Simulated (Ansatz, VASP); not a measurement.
# Ge (Ge(110)): VASP beside Ansatz

One calculation is typed for both programs; each brings its own data sets and cutoff. How far apart do they land?

Main program and level: Ansatz 0.2.0; plane waves, with VASP 6.6.1 beside it; band structure at PBE.

## (1) The structure

The cell holds 18 atoms: 18 Ge. Cell: a = 4.012 Å, b = 5.673 Å, c = 32.556 Å, α = 90.0°, β = 90.0°, γ = 90.0°. It derives from Ge. As first built, before any earlier steps moved the atoms: 9 layers, strained by -2 % in the plane. Vacuum lies along c.

## (2) VASP: band structure, PBE

Levels along a path test the potential and the projectors away from the mesh points.

Lines of VASP's logs that name or quote its potential files are left out, and so is its time.

INCAR reads:

```
SYSTEM = Ge
PREC = Normal
ENCUT = 320
EDIFF = 1E-06
NELM = 120
ISMEAR = 0
SIGMA = 0.03
LREAL = Auto
ALGO = Fast
GGA = PE
NBANDS = 54
LORBIT = 11
LWAVE = .FALSE.
LCHARG = .TRUE.
KPAR = 2
IDIPOL = 3
LDIPOL = .TRUE.
DIPOL = 0.5 0.5 0.5
LVHAR = .TRUE.
LVACPOTAV = .TRUE.
NEDOS = 1500
```

POSCAR reads:

```
Ge
1.0
    4.0115580061      0.0000000000      0.0000000000
    0.0000000000      5.6731997385      0.0000000000
    0.0000000000      0.0000000000     32.5556239920
Ge
18
Direct
    0.7500000000      0.3736711347      0.7559501381
    0.2500000000      0.6263288653      0.7559501381
    0.2500000000      0.8670965928      0.6917479967
    0.7500000000      0.1329034072      0.6917479967
    0.7500000000      0.3715170757      0.6271753499
    0.2500000000      0.6284829243      0.6271753499
    0.2500000000      0.8723957386      0.5633155340
    0.7500000000      0.1276042614      0.5633155340
    0.7500000000      0.3735987043      0.5000000000
    0.2500000000      0.6264012957      0.5000000000
    0.2500000000      0.8723957386      0.4366844660
    0.7500000000      0.1276042614      0.4366844660
    0.7500000000      0.3715170757      0.3728246501
    0.2500000000      0.6284829243      0.3728246501
    0.2500000000      0.8670965928      0.3082520033
    0.7500000000      0.1329034072      0.3082520033
    0.7500000000      0.3736711347      0.2440498619
    0.2500000000      0.6263288653      0.2440498619
```

KPOINTS reads:

```
Automatic mesh
0
Gamma
6 4 1
0 0 0
```

KPOINTS_OPT reads:

```
Line mode
14
Line-mode
Reciprocal
  0.00000000   0.00000000   0.00000000 GAMMA
  0.50000000   0.00000000   0.00000000 X

  0.50000000   0.00000000   0.00000000 X
  0.50000000   0.50000000   0.00000000 S

  0.50000000   0.50000000   0.00000000 S
  0.00000000   0.50000000   0.00000000 Y

  0.00000000   0.50000000   0.00000000 Y
  0.00000000   0.00000000   0.00000000 GAMMA

  0.00000000   0.00000000   0.00000000 GAMMA
  0.50000000   0.50000000   0.00000000 S
```

The projector-augmented-wave data sets are Ge (PBE family, release 64).

Command:

```sh
$ mpirun -np 4 vasp_std
```

Numbers of over 12 decimals in the logs are rounded to 6 here.

The log of the run:

```text
[banner, memory and clock lines left out]
running    4 mpi-ranks, on    1 nodes
 distrk:  each k-point on    2 cores,    2 groups
 distr:  one band on    1 cores,    2 groups

 POSCAR found type information on POSCAR Ge
 POSCAR found :  1 types and      18 ions
 LDA part: xc-table for (Slater+PW92), standard interpolation
 POSCAR, INCAR and KPOINTS ok, starting setup
 FFT: planning ... GRIDC
 FFT: planning ... GRID_SOFT
 FFT: planning ... GRID
 WAVECAR not read
 entering main loop
       N       E                     dE             d eps       ncg     rms          rms(c)
DAV:   1     0.280299658609E+03    0.28030E+03   -0.18333E+04  1296   0.686E+02
DAV:   2    -0.462906656858E+02   -0.32659E+03   -0.31487E+03  1750   0.146E+02
DAV:   3    -0.768129270529E+02   -0.30522E+02   -0.29950E+02  1562   0.470E+01
DAV:   4    -0.778025250092E+02   -0.98960E+00   -0.98288E+00  1752   0.899E+00
DAV:   5    -0.778288645151E+02   -0.26340E-01   -0.26322E-01  1670   0.140E+00    0.813E+00
RMM:   6    -0.773415787087E+02    0.48729E+00   -0.28593E-01  1421   0.135E+00    0.492E+00
RMM:   7    -0.774128714784E+02   -0.71293E-01   -0.73989E-01  1657   0.212E+00    0.142E+00
RMM:   8    -0.770928769643E+02    0.31999E+00   -0.14957E-01  1588   0.942E-01    0.351E-01
RMM:   9    -0.770990329019E+02   -0.61559E-02   -0.30413E-02  1624   0.460E-01    0.172E-01
RMM:  10    -0.770984263063E+02    0.60660E-03   -0.52543E-03  1652   0.211E-01    0.656E-02
RMM:  11    -0.770987370736E+02   -0.31077E-03   -0.13733E-03  1683   0.101E-01    0.356E-02
RMM:  12    -0.770988996066E+02   -0.16253E-03   -0.71364E-04  1552   0.690E-02    0.164E-02
RMM:  13    -0.770992037398E+02   -0.30413E-03   -0.27087E-04  1651   0.339E-02    0.139E-02
RMM:  14    -0.770993972252E+02   -0.19349E-03   -0.10684E-04  1543   0.220E-02    0.600E-03
RMM:  15    -0.770994939277E+02   -0.96703E-04   -0.46162E-05  1554   0.133E-02    0.301E-03
RMM:  16    -0.770995337221E+02   -0.39794E-04   -0.11772E-05  1381   0.688E-03    0.216E-03
RMM:  17    -0.770995841369E+02   -0.50415E-04   -0.33183E-06  1195   0.346E-03    0.129E-03
RMM:  18    -0.770996199317E+02   -0.35795E-04   -0.43354E-06  1225   0.293E-03    0.725E-04
RMM:  19    -0.770996478369E+02   -0.27905E-04   -0.14217E-06  1049   0.180E-03    0.395E-04
RMM:  20    -0.770996584665E+02   -0.10630E-04   -0.93113E-07   904   0.133E-03    0.133E-04
RMM:  21    -0.770996620127E+02   -0.35461E-05   -0.31183E-07   658   0.851E-04    0.808E-05
RMM:  22    -0.770996626707E+02   -0.65798E-06   -0.67347E-08   507   0.691E-04
|                                                                             |
|           W    W    AA    RRRRR   N    N  II  N    N   GGGG   !!!           |
|           W    W   A  A   R    R  NN   N  II  NN   N  G    G  !!!           |
|           W    W  A    A  R    R  N N  N  II  N N  N  G       !!!           |
|           W WW W  AAAAAA  RRRRR   N  N N  II  N  N N  G  GGG   !            |
|           WW  WW  A    A  R   R   N   NN  II  N   NN  G    G                |
|           W    W  A    A  R    R  N    N  II  N    N   GGGG   !!!           |
|                                                                             |
|     Did not find any points to average over, which means that no vacuum     |
|     field-free region was found. Please increase the size of  your cell     |
|     in the dimension of the dipole correction to obtain accurate            |
|     workfunction values.                                                    |
|                                                                             |

   1 F= -.77099663E+02 E0= -.77095364E+02  d E =-.859704E-02
 Start KPOINTS_OPT (optional k-point list driver)
k-point batch [1-12\70]
       N       E                     dE             ncg
DAV:   1    -0.351041239820E+03   -0.72263E+04     1296
DAV:   2    -0.419297029084E+04   -0.38419E+04     1688
DAV:   3    -0.457098535535E+04   -0.37802E+03     1600
DAV:   4    -0.458383142997E+04   -0.12846E+02     1810
DAV:   5    -0.458408094537E+04   -0.24952E+00     1680
DAV:   6    -0.458408800141E+04   -0.70560E-02     1810
DAV:   7    -0.458408826955E+04   -0.26814E-03     1688
DAV:   8    -0.458408828329E+04   -0.13738E-04     1594
DAV:   9    -0.458408828406E+04   -0.77361E-06     1200
[...]
k-point batch [61-70\70]
       N       E                     dE             ncg
DAV:   1    -0.232511477849E+03   -0.12566E+05     1080
DAV:   2    -0.335432438157E+04   -0.31218E+04     1456
DAV:   3    -0.364126393724E+04   -0.28694E+03     1304
DAV:   4    -0.364967753782E+04   -0.84136E+01     1456
DAV:   5    -0.364987526415E+04   -0.19773E+00     1392
DAV:   6    -0.364988282081E+04   -0.75567E-02     1480
DAV:   7    -0.364988313805E+04   -0.31724E-03     1416
DAV:   8    -0.364988315433E+04   -0.16287E-04     1392
DAV:   9    -0.364988315501E+04   -0.67973E-06     1016
```

From OUTCAR (step 2):

```text
ion  position               nearest neighbor table
   1  0.750  0.374  0.756-   2 2.47   2 2.47   4 2.50
   2  0.250  0.626  0.756-   1 2.47   1 2.47   3 2.50
   3  0.250  0.867  0.692-   2 2.50   6 2.50   4 2.51   4 2.51
   4  0.750  0.133  0.692-   1 2.50   5 2.50   3 2.51   3 2.51
   5  0.750  0.372  0.627-   6 2.48   6 2.48   8 2.50   4 2.50
   6  0.250  0.628  0.627-   5 2.48   5 2.48   7 2.50   3 2.50
   7  0.250  0.872  0.563-   8 2.47   8 2.47  10 2.49   6 2.50
   8  0.750  0.128  0.563-   7 2.47   7 2.47   9 2.49   5 2.50
   9  0.750  0.374  0.500-  10 2.47  10 2.47  12 2.49   8 2.49
  10  0.250  0.626  0.500-   9 2.47   9 2.47  11 2.49   7 2.49
  11  0.250  0.872  0.437-  12 2.47  12 2.47  10 2.49  14 2.50
  12  0.750  0.128  0.437-  11 2.47  11 2.47   9 2.49  13 2.50
  13  0.750  0.372  0.373-  14 2.48  14 2.48  12 2.50  16 2.50
  14  0.250  0.628  0.373-  13 2.48  13 2.48  11 2.50  15 2.50
  15  0.250  0.867  0.308-  18 2.50  14 2.50  16 2.51  16 2.51
  16  0.750  0.133  0.308-  17 2.50  13 2.50  15 2.51  15 2.51
  17  0.750  0.374  0.244-  18 2.47  18 2.47  16 2.50
  18  0.250  0.626  0.244-  17 2.47  17 2.47  15 2.50

  LATTYP: Found a simple orthorhombic cell.
 ALAT       =     4.0115580061
 B/A-ratio  =     1.4142135624
 C/A-ratio  =     8.1154563744

 Subroutine GETGRP returns: Found  8 space group operations
 (whereof  4 operations were pure point group operations)

The static configuration has the point symmetry C_2h.
 The point group associated with its full space group is D_2h.

 Found     12 irreducible k-points:

   k-points           NKPTS =     12   k-points in BZ     NKDIM =     12   number of bands    NBANDS=     54

   dimension x,y,z NGX =    18 NGY =   28 NGZ =  144
   dimension x,y,z NGXF=    36 NGYF=   56 NGZF=  288

   ENCUT  =  320.0 eV  23.52 Ry    4.85 a.u.   5.85  8.27 47.49*2*pi/ulx,y,z

   NELECT =      72.0000    total number of electrons

 k-points in reciprocal lattice and weights: Automatic mesh
   0.00000000  0.00000000  0.00000000       0.042
   0.16666667  0.00000000  0.00000000       0.083
   0.33333333  0.00000000  0.00000000       0.083
   0.50000000  0.00000000  0.00000000       0.042
   0.00000000  0.25000000  0.00000000       0.083
   0.16666667  0.25000000  0.00000000       0.167
   0.33333333  0.25000000  0.00000000       0.167
   0.50000000  0.25000000  0.00000000       0.083
   0.00000000  0.50000000  0.00000000       0.042
   0.16666667  0.50000000  0.00000000       0.083
   0.33333333  0.50000000  0.00000000       0.083
   0.50000000  0.50000000  0.00000000       0.042

 dipolmoment           0.000000      0.000000      0.000000 electrons x Angstroem

 average (electrostatic) potential at core
       1 -36.4959       2 -36.4959       3 -36.7468       4 -36.7468       5 -36.8072
       6 -36.8072       7 -36.7864       8 -36.7864       9 -36.8194      10 -36.8194
      11 -36.7864      12 -36.7864      13 -36.8072      14 -36.8072      15 -36.7468
      16 -36.7468      17 -36.4959      18 -36.4959

 E-fermi :  -0.2784

 k-point     1 :       0.0000    0.0000    0.0000
  band No.  band energies     occupation
    ...
     29      -1.2504      2.00000
     30      -1.1357      2.00000
     31      -0.9677      2.00000
     32      -0.7698      2.00000
     33      -0.3417      1.99715
     34      -0.0572      0.00000
     35      -0.0015      0.00000
     36       0.0839      0.00000
     37       0.1856      0.00000
     38       0.4096      0.00000
    ...

 k-point     2 :       0.1667    0.0000    0.0000
  band No.  band energies     occupation
    ...
     32      -1.4367      2.00000
     33      -1.1390      2.00000
     34      -1.0305      2.00000
     35      -0.3050      1.79066
     36      -0.2684      0.63777
     37      -0.0298      0.00000
     38       0.4787      0.00000
     39       1.2351      0.00000
     40       1.7668      0.00000
     41       1.7727      0.00000
    ...

 k-point     3 :       0.3333    0.0000    0.0000
  band No.  band energies     occupation
    ...
     32      -2.2252      2.00000
     33      -2.0740      2.00000
     34      -1.4984      2.00000
     35      -0.6549      2.00000
     36      -0.5992      2.00000
     37      -0.0739      0.00000
     38       0.1700      0.00000
     39       0.9616      0.00000
     40       1.0428      0.00000
     41       1.6220      0.00000
    ...

  Total        7.4526795      2.1354950      1.3411570      0.0000000      0.0000000      0.0000000
  in kB       16.1159478      4.6178729      2.9001671      0.0000000      0.0000000      0.0000000
  external PRESSURE =       7.8779959 kB  Pullay stress =       0.0000000 kB

  energy-cutoff  :      320.00
  volume of cell :      740.91
      direct lattice vectors                 reciprocal lattice vectors
     4.011558006  0.000000000  0.000000000     0.249279706  0.000000000  0.000000000
     0.000000000  5.673199739  0.000000000     0.000000000  0.176267370  0.000000000
     0.000000000  0.000000000 32.555623992     0.000000000  0.000000000  0.030716659

 POSITION                                       TOTAL-FORCE (eV/Angst)
 -----------------------------------------------------------------------------------
      3.00867      2.11991     24.61043        -0.000000      0.024022      0.014750
      1.00289      3.55329     24.61043         0.000000     -0.024022      0.014750
      1.00289      4.91921     22.52029        -0.000000      0.023039      0.007550
      3.00867      0.75399     22.52029         0.000000     -0.023039      0.007550
      3.00867      2.10769     20.41808        -0.000000     -0.007341      0.009773
      1.00289      3.56551     20.41808        -0.000000      0.007341      0.009773
      1.00289      4.94928     18.33909        -0.000000      0.007766      0.026860
      3.00867      0.72392     18.33909        -0.000000     -0.007766      0.026860
      3.00867      2.11950     16.27781        -0.000000     -0.007616      0.000000
      1.00289      3.55370     16.27781        -0.000000      0.007616      0.000000
      1.00289      4.94928     14.21654        -0.000000      0.007766     -0.026860
      3.00867      0.72392     14.21654        -0.000000     -0.007766     -0.026860
      3.00867      2.10769     12.13754        -0.000000     -0.007341     -0.009773
      1.00289      3.56551     12.13754        -0.000000      0.007341     -0.009773
      1.00289      4.91921     10.03534        -0.000000      0.023039     -0.007550
      3.00867      0.75399     10.03534         0.000000     -0.023039     -0.007550
      3.00867      2.11991      7.94520        -0.000000      0.024022     -0.014750
      1.00289      3.55329      7.94520         0.000000     -0.024022     -0.014750
 -----------------------------------------------------------------------------------
    total drift:                               -0.000000      0.000000      0.000000

  FREE ENERGIE OF THE ION-ELECTRON SYSTEM (eV)
  ---------------------------------------------------
  free  energy   TOTEN  =       -77.0996626707 eV

  energy  without entropy=      -77.0910656291  energy(sigma->0) =      -77.09536415

 vacuum level on the upper side and lower side of the slab         4.509         4.509

 total charge
# of ion       s       p       d       tot
------------------------------------------
    1        1.199   1.081   0.042   2.322
    2        1.199   1.081   0.042   2.322
    3        1.161   1.157   0.054   2.373
    4        1.161   1.157   0.054   2.373
    5        1.150   1.193   0.055   2.398
    6        1.150   1.193   0.055   2.398
    7        1.142   1.214   0.055   2.411
    8        1.142   1.214   0.055   2.411
    9        1.139   1.219   0.057   2.415
   10        1.139   1.219   0.057   2.415
   11        1.142   1.214   0.055   2.411
   12        1.142   1.214   0.055   2.411
   13        1.150   1.193   0.055   2.398
   14        1.150   1.193   0.055   2.398
   15        1.161   1.157   0.054   2.373
   16        1.161   1.157   0.054   2.373
   17        1.199   1.081   0.042   2.322
   18        1.199   1.081   0.042   2.322
--------------------------------------------------
tot         20.881  21.023   0.943  42.847

[... 3 further parts left out ...]
```

(Continued in part 2 of 2.)

[Lines on the potential files, build, host, timing and source positions are cut from VASP's logs without a mark.]

[Logs are printed without paths, hosts, clocks, repeated set-up lines and the standing remarks that a program may print on its own settings, such as how far it seeks lower states.]

[Hosts, paths, dates, database ids (printed as entryN), source tags and the programs' standing remarks are cut or masked in the printed files.]
